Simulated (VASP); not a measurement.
The system is InSb.

```
In Sb
1.0
     0.00000    3.26032    3.26032
     3.26032    0.00000    3.26032
     3.26032    3.26032    0.00000
In Sb
1 1
Direct
  0.00000 0.00000 0.00000
  0.25000 0.25000 0.25000
```

Program: VASP 6.6.1. Alike in all runs: task band structure; potentials or basis VASP PAW PBE potentials, release 64 (In_d, Sb); cell as given; cutoff (eV) 520; smearing gaussian 0.03 eV. Hardware: 1 thread of Intel(R) Xeon(R) 6975P-C (Granite Rapids) (shared host).

Order these runs on this cell by their wall time, lowest first.
A. level TB-mBJ; spin SOC, no magnetisation; k mesh 6 × 6 × 6
B. level r2SCAN; spin off; k mesh 10 × 10 × 10
C. level TB-mBJ; spin off; k mesh 10 × 10 × 10

C (150 s), B (360 s), A (960 s).

Runs at the PBE level aren't shown here.
